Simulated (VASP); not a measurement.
# Arsenene and its bilayer

Aim: relax arsenene, place its levels against the vacuum, then find how two sheets stack and bind.

Calculated with VASP 6.6.1; PBE with D3(BJ); plane waves and PAW (As), in the first sound run; inputs show where later runs differ.

Report form: the programs' logs are mostly left out.

## 1. Set-up

The cell holds 2 atoms: 2 As. Its edges and angles: a = 3.610 Å, b = 3.610 Å, c = 22.000 Å, α = 90.0°, β = 90.0°, γ = 120.0°. Vacuum lies along c.

As a file:

```xyz
2
Lattice="3.6100 0.0000 0.0000 -1.8050 3.1264 0.0000 0.0000 0.0000 22.0000" Properties=species:S:1:pos:R:3
As    0.0000    2.0842   10.3000
As    1.8050    1.0421   11.7000
```

## 2. Relaxing the monolayer

The sheet's cell relaxes in its plane with the atoms, while the vacuum is kept.

INCAR

```
SYSTEM = As
PREC = Normal
ENCUT = 350
EDIFF = 1E-06
NELM = 120
ISMEAR = 0
SIGMA = 0.03
LREAL = .FALSE.
ALGO = Normal
GGA = PE
IVDW = 12
NBANDS = 11
LORBIT = 11
LWAVE = .FALSE.
LCHARG = .FALSE.
KPAR = 4
IBRION = 2
NSW = 50
ISIF = 3
EDIFFG = -0.015
POTIM = 0.4
IDIPOL = 3
LDIPOL = .TRUE.
DIPOL = 0.5 0.5 0.5
LATTICE_CONSTRAINTS = .TRUE. .TRUE. .FALSE.
```

POSCAR

```
As
1.0
    3.6100000000      0.0000000000      0.0000000000
   -1.8050000000      3.1263517077      0.0000000000
    0.0000000000      0.0000000000     22.0000000000
As
2
Direct
    0.3333333333      0.6666666667      0.4681818182
    0.6666666667      0.3333333333      0.5318181818
```

KPOINTS

```
Automatic mesh
0
Gamma
12 12 1
0 0 0
```

Potentials, in the order of the species: As (PBE family, release 64).

Command:

```console
$ mpirun -np 4 vasp_std
```

The job ended after 11 s (4 MPI ranks of Intel Xeon 6975P-C (Granite Rapids), shared host; peak memory 0.81 GiB).

The gap is read on the k-mesh alone, so it is an upper bound where the band edges lie off the mesh. The run keeps the 12 symmetry operations of its start, so it cannot find a distortion of lower symmetry.

Step by step:

```tsv
step	energy less that of the first step (eV)	largest force (eV/Å)	pressure (GPa)	volume (Å³)
1	0.0000	0.0674	-0.23	248.29
2	-0.0043	0.1198	0.04	243.72
3	-0.0043	0.1035	0.02	244.10
4	-0.0048	0.0249	0.01	243.42
5	-0.0048	0.0010	0.00	243.20
```

```tsv
cell as run	before	after	change
a (Å)	3.610	3.573	-1.0 %
b (Å)	3.610	3.573	-1.0 %
```

The relaxed structure:

```xyz
2
Lattice="3.5728 0.0000 0.0000 -1.7864 3.0941 0.0000 0.0000 0.0000 22.0000" Properties=species:S:1:pos:R:3
As    0.0000    2.0627   10.2975
As    1.7864    1.0314   11.7025
```

Numbers from this step:

```yaml
electronic_cycles: 38
electrons: 10
free_energy_toten: -9.748 eV
fermi_energy: -3.384 eV
metallic: no
dipole_moment: 0, 0, 0 e·Å
gap_on_the_k_mesh: 1.520 eV
least_direct_gap_on_the_k_mesh: 2.014 eV
```

The run ended after 5 ionic steps, 0.005 eV below its first step, once forces and stress met EDIFFG = -0.015.

## 3. A second relaxation

The plane waves were chosen for the start cell, so the relaxation is repeated from its end.

Changes to INCAR since step 2:

```diff
@@ -17,3 +17,3 @@
 IBRION = 2
-NSW = 50
+NSW = 30
 ISIF = 3
```

POSCAR

```
As
1.0
    3.5727533889      0.0000000000      0.0000000000
   -1.7863766944      3.0940951963      0.0000000000
    0.0000000000      0.0000000000     22.0000000000
As
2
Direct
    0.3333333333      0.6666666667      0.4680671379
    0.6666666667      0.3333333333      0.5319328621
```

KPOINTS is that of step 2.

Command:

```console
$ mpirun -np 4 vasp_std
```

Run time: 5.4 s. Hardware: 4 MPI ranks; peak memory 0.72 GiB.

Little changed from the start: no atom moved by 0.005 Å and no cell edge by 0.1 %.

This step gave:

| Item | Value |
| --- | --- |
| electronic cycles | 17 |
| Fermi energy | -3.380 eV |
| gap on the k-mesh | 1.519 eV |

The start already met the threshold, so nothing moved.

## 4. Potential and states of the slab

A static run writes the electrostatic potential without exchange and correlation (LVHAR), which is flat in the vacuum and gives the level to count from. The dipole correction cancels the field that unlike faces would set up across the vacuum.

INCAR

```
SYSTEM = As
PREC = Normal
ENCUT = 350
EDIFF = 1E-06
NELM = 120
ISMEAR = 0
SIGMA = 0.03
LREAL = .FALSE.
ALGO = Fast
GGA = PE
IVDW = 12
NBANDS = 11
LORBIT = 11
LWAVE = .FALSE.
LCHARG = .TRUE.
IDIPOL = 3
LDIPOL = .TRUE.
DIPOL = 0.5 0.5 0.5
LVHAR = .TRUE.
LVACPOTAV = .TRUE.
NEDOS = 1500
LELF = .TRUE.
```

POSCAR is that of step 3.

KPOINTS is that of step 3.

KPOINTS_OPT

```
Line mode
14
Line-mode
Reciprocal
  0.00000000   0.00000000   0.00000000 GAMMA
  0.50000000   0.00000000   0.00000000 M

  0.50000000   0.00000000   0.00000000 M
  0.33333333   0.33333333   0.00000000 K

  0.33333333   0.33333333   0.00000000 K
  0.00000000   0.00000000   0.00000000 GAMMA
```

Command:

```console
$ mpirun -np 4 vasp_std
```

Run time: 6.6 s. Hardware: 4 MPI ranks; peak memory 0.58 GiB; 24 s of CPU time.

This step gave:

```
Fermi energy                                      : -3.382 eV
least gap on mesh and path                        : 1.508 eV
least direct gap on mesh and path                 : 2.014 eV
vacuum levels                                     : 1.736, 1.736 eV
ionisation potentials of the upper and lower face : 5.251, 5.251 eV
electron affinities of the upper and lower face   : 3.743, 3.743 eV
```

The electronic bands at the labelled points (eV, zero at the valence-band top; v1 is the highest filled band, c1 the lowest empty one):

```tsv
point	v4	v3	v2	v1	c1	c2	c3	c4
Γ	-7.32	-0.73	0.00	0.00	2.01	3.49	3.49	4.74
0.46 of the way	-7.39	-3.14	-1.08	-0.54	1.76	4.32	4.36	5.47
M	-9.22	-3.55	-1.93	-1.71	1.92	3.00	4.46	6.15
0.46 of the way	-9.32	-3.83	-2.56	-1.70	2.60	3.45	4.08	6.62
K	-10.04	-4.51	-2.11	-2.11	1.84	4.48	4.48	8.00
0.54 of the way	-7.50	-3.24	-2.07	-0.50	2.69	3.47	4.71	5.82
Γ	-7.32	-0.73	0.00	0.00	2.01	3.49	3.49	4.74
```

Zero at the Fermi level. Planar average of the electrostatic potential against height:

```tsv
height (Å)	planar average of the electrostatic potential (eV)
0	5.12
1	5.12
2	5.12
3	5.12
4	5.12
5	5.12
6	5.12
7	5.11
8	5.04
9	3.92
10	-6.97
11	-7.13
12	-6.97
13	3.92
14	5.04
15	5.11
16	5.12
17	5.12
18	5.12
19	5.12
20	5.12
21	5.12
```

Valence density in the ca plane at fractional y = 0.333, with atoms of As within 0.2 Å of it. It is the smooth field of the valence electrons, not physical close to the nuclei.

Ten even steps from '0' (-0.10 e/Å³) to '9' (0.61 e/Å³), each cell a mean:
```
11111111111111111111111123356787532111111111
11111111111111111111111112347878953211111111
11111111111111111111111112247503973211111111
11111111111111111111111112347735973211111111
11111111111111111111111122347899742111111111
11111111111111111111111123455665422111111111
11111111111111111111111234555433211111111111
11111111111111111111111234555432211111111111
11111111111111111111111223555543321111111111
```
Columns run along c (16.0 Å, from fractional 0.03 to 0.76 of the cell), rows up along a (3.6 Å). Atoms in or near the plane, at fractional coordinates: As at (0.53, 0.67).

ELF in the ca plane at fractional y = 0.333, with atoms of As within 0.2 Å of it. It is the smooth field of the valence electrons, not physical close to the nuclei.

Ten even steps from '0' (0.00) to '9' (0.95), each cell a mean:
```
00000000000000000000000123456788888631000000
00000000000000000000000001246778999863101000
00000000000000000000000000146657999975211000
00000000000000000000000000246668999974220000
00000000000000000000000112356788999752110000
00000000000000000000002345566667765310000000
00000000000000000000024577766533211000000000
00000000000000000000024678765431100000000000
00000000000000000000013466666655443100000000
```
Columns run along c (16.0 Å, from fractional 0.03 to 0.76 of the cell), rows up along a (3.6 Å). Atoms in or near the plane, at fractional coordinates: As at (0.53, 0.67).

The vacuum level lies 5.25 eV above the highest filled level at the upper face; both faces agree, as the slab has next to no dipole.

The program found no field-free point at its default tolerance, but its printed level agrees with the flat part of the planar average.

## 5. The slab in a field, field -0.1

A field across the slab, with the atoms held, gives the electronic response: the dipole changes linearly with the field, and the energy has a linear term from the slab's own dipole and a quadratic one from its polarisability.

INCAR

```
SYSTEM = As
PREC = Normal
ENCUT = 350
EDIFF = 1E-06
NELM = 120
ISMEAR = 0
SIGMA = 0.03
LREAL = .FALSE.
ALGO = Fast
GGA = PE
IVDW = 12
NBANDS = 11
LORBIT = 11
LWAVE = .FALSE.
LCHARG = .FALSE.
KPAR = 4
IDIPOL = 3
LDIPOL = .TRUE.
DIPOL = 0.5 0.5 0.5
EFIELD = -0.1
```

POSCAR is that of step 4.

KPOINTS is that of step 4.

Command:

```console
$ mpirun -np 4 vasp_std
```

Elapsed: 5.8 s, on 4 MPI ranks; peak memory 0.69 GiB.

This step gave:

- electronic cycles: 18
- free energy (TOTEN): -9.749 eV
- Fermi energy: -3.344 eV
- dipole moment: 0, 0, -0.02451 e·Å

VASP counts the dipole in electrons times Å, so a positive number points the physical dipole along −c. A positive EFIELD is likewise a physical field along −c.

Energy at zero smearing: -9.74945 eV.

## 6. The slab in a field, field 0.1

Changes to INCAR since step 5:

```diff
@@ -19,2 +19,2 @@
 DIPOL = 0.5 0.5 0.5
-EFIELD = -0.1
+EFIELD = 0.1
```

POSCAR is that of step 5.

KPOINTS is that of step 5.

Command:

```console
$ mpirun -np 4 vasp_std
```

Elapsed: 5.8 s, on 4 MPI ranks; peak memory 0.71 GiB; 20 s of CPU time.

Numbers from this step:

| Property | Result |
| --- | --- |
| dipole moment | 0, 0, 0.02451 e·Å |

Energy at zero smearing: -9.74945 eV.

## 7. With spin-orbit coupling

This step: PBE with D3(BJ), spin-orbit coupling; plane waves and PAW (As) (VASP 6.6.1).

For heavy elements spin-orbit coupling shifts the highest filled levels.

Changes to INCAR since step 6:

```diff
@@ -11,4 +11,8 @@
 IVDW = 12
-NBANDS = 11
-LORBIT = 11
+LNONCOLLINEAR = .TRUE.
+MAGMOM = 0 0 0 0 0 0
+NBANDS = 22
+GGA_COMPAT = .FALSE.
+LASPH = .TRUE.
+LSORBIT = .TRUE.
 LWAVE = .FALSE.
@@ -19,2 +23 @@
 DIPOL = 0.5 0.5 0.5
-EFIELD = 0.1
```

POSCAR is that of step 6.

KPOINTS is that of step 6.

KPOINTS_OPT is that of step 4.

Command:

```console
$ mpirun -np 4 vasp_ncl
```

Run time: 39 s. Hardware: 4 MPI ranks; peak memory 1.6 GiB.

LASPH is switched on together with spin-orbit coupling, so the change from the scalar run holds both.

This step gave:

| Property | Result |
| --- | --- |
| electronic cycles | 19 |
| free energy (TOTEN) | -9.777 eV |
| Fermi energy | -3.268 eV |
| least gap on mesh and path | 1.385 eV |
| least direct gap on mesh and path | 1.886 eV |
| dipole moment | 0, 0, 0 e·Å |

On-site spin-orbit energy by atom:

```tsv
atom	on-site spin-orbit energy (eV)
As1	-0.0245
As2	-0.0245
```

Electronic bands along the path, in eV, zero at the valence-band top; v1 is the highest filled band, c1 the lowest empty one:

```tsv
point	v4	v3	v2	v1	c1	c2	c3	c4
Γ	-0.22	-0.22	0.00	0.00	1.89	1.89	3.25	3.25
0.46 of the way	-1.22	-1.22	-0.65	-0.65	1.64	1.64	4.16	4.16
M	-2.10	-2.10	-1.81	-1.81	1.79	1.79	2.87	2.87
0.46 of the way	-2.69	-2.69	-1.82	-1.82	2.48	2.48	3.33	3.33
K	-2.28	-2.28	-2.21	-2.21	1.72	1.72	4.32	4.32
0.54 of the way	-2.19	-2.19	-0.63	-0.63	2.56	2.56	3.35	3.35
Γ	-0.22	-0.22	0.00	0.00	1.89	1.89	3.25	3.25
```

## 8. A rigid stacking

This step: PBE with D3(BJ); plane waves and PAW (As) (VASP 6.6.1).

System of this step: bilayer of arsenene. The cell holds 4 atoms: 4 As. Cell: a = 3.573 Å, b = 3.573 Å, c = 22.910 Å, α = 90.0°, β = 90.0°, γ = 120.0°. upper sheet same orientation, shifted by (0.00, 0.00). Vacuum lies along c.

Two rigid sheets are set at a typed distance in several high-symmetry stackings, to find where to start. The upper sheet is shifted or turned in the plane and never flipped over.

INCAR

```
SYSTEM = As
PREC = Normal
ENCUT = 350
EDIFF = 1E-05
NELM = 120
ISMEAR = 0
SIGMA = 0.03
LREAL = .FALSE.
ALGO = Fast
GGA = PE
IVDW = 12
NBANDS = 16
LORBIT = 11
LWAVE = .FALSE.
LCHARG = .FALSE.
KPAR = 4
IDIPOL = 3
LDIPOL = .TRUE.
DIPOL = 0.5 0.5 0.5
```

POSCAR

```
As
1.0
    3.5727533889      0.0000000000      0.0000000000
   -1.7863766944      3.0940951963      0.0000000000
    0.0000000000      0.0000000000     22.9100918648
As
4
Direct
    0.3333333300      0.6666666700      0.3710155400
    0.6666666700      0.3333333300      0.4323442300
    0.3333333300      0.6666666700      0.5676557700
    0.6666666700      0.3333333300      0.6289844600
```

KPOINTS is that of step 7.

Command:

```console
$ mpirun -np 4 vasp_std
```

Elapsed: 6 s, on 4 MPI ranks; peak memory 0.73 GiB.

This step gave:

* electronic cycles: 15
* electrons: 20
* free energy (TOTEN): -19.74 eV
* Fermi energy: -1.446 eV
* gap on the k-mesh: 0.8329 eV
* least direct gap on the k-mesh: 1.629 eV

Energy at zero smearing: -19.73847 eV.

## 9. A rigid stacking

INCAR is that of step 8.

Changes to POSCAR since step 8:

```diff
@@ -10,3 +10,3 @@
     0.6666666700      0.3333333300      0.4323442300
-    0.3333333300      0.6666666700      0.5676557700
-    0.6666666700      0.3333333300      0.6289844600
+    0.6666666700      0.3333333300      0.5676557700
+    0.0000000000      1.0000000000      0.6289844600
```

KPOINTS is that of step 8.

Command:

```console
$ mpirun -np 4 vasp_std
```

The job ended after 6.2 s (4 MPI ranks; peak memory 0.75 GiB).

Energy at zero smearing: -19.50299 eV.

## 10. A rigid stacking

INCAR is that of step 9.

Changes to POSCAR since step 9:

```diff
@@ -10,3 +10,3 @@
     0.6666666700      0.3333333300      0.4323442300
-    0.6666666700      0.3333333300      0.5676557700
-    0.0000000000      1.0000000000      0.6289844600
+    1.0000000000      0.0000000000      0.5676557700
+    0.3333333300      0.6666666700      0.6289844600
```

KPOINTS is that of step 9.

Command:

```console
$ mpirun -np 4 vasp_std
```

Elapsed: 6.2 s, on 4 MPI ranks; peak memory 0.74 GiB; 22 s of CPU time.

Energy at zero smearing: -19.71885 eV.

## 11. A rigid stacking

INCAR is that of step 10.

Changes to POSCAR since step 10:

```diff
@@ -10,3 +10,3 @@
     0.6666666700      0.3333333300      0.4323442300
-    1.0000000000      0.0000000000      0.5676557700
+    0.6666666700      0.3333333300      0.5676557700
     0.3333333300      0.6666666700      0.6289844600
```

KPOINTS is that of step 10.

Command:

```console
$ mpirun -np 4 vasp_std
```

It took 5.6 s on 4 MPI ranks; peak memory 0.76 GiB.

Energy at zero smearing: -19.46146 eV.

## 12. A rigid stacking

INCAR is that of step 11.

Changes to POSCAR since step 11:

```diff
@@ -10,3 +10,3 @@
     0.6666666700      0.3333333300      0.4323442300
-    0.6666666700      0.3333333300      0.5676557700
-    0.3333333300      0.6666666700      0.6289844600
+    0.0000000000      1.0000000000      0.5676557700
+    0.6666666700      0.3333333300      0.6289844600
```

KPOINTS is that of step 11.

Command:

```console
$ mpirun -np 4 vasp_std
```

It took 7.2 s on 4 MPI ranks; peak memory 0.73 GiB; 24 s of CPU time.

Energy at zero smearing: -19.74457 eV.

## 13. Relaxing the bilayer

The lowest stacking relaxes at the monolayer's lattice.

Changes to INCAR since step 12:

```diff
@@ -3,3 +3,3 @@
 ENCUT = 350
-EDIFF = 1E-05
+EDIFF = 1E-06
 NELM = 120
@@ -16,2 +16,8 @@
 KPAR = 4
+IBRION = 2
+NSW = 50
+ISIF = 2
+EDIFFG = -0.015
+POTIM = 0.4
+MAXMIX = 40
 IDIPOL = 3
```

POSCAR is that of step 12.

KPOINTS is that of step 12.

Command:

```console
$ mpirun -np 4 vasp_std
```

Elapsed: 71 s, on 4 MPI ranks; peak memory 0.81 GiB.

The run keeps the 6 symmetry operations of its start, so it cannot find a distortion of lower symmetry.

(Part 1 of 2 ends here.)

[Lines on the potential files, build, host, timing and source positions are cut from VASP's logs without a mark.]

[Logs are printed without paths, hosts, clocks, repeated set-up lines and the standing remarks that a program may print on its own settings, such as how far it seeks lower states.]

[Hosts, paths, dates, database ids (printed as entryN), source tags and the programs' standing remarks are cut or masked in the printed files.]

[Runs that stopped without an error message from VASP are left out.]
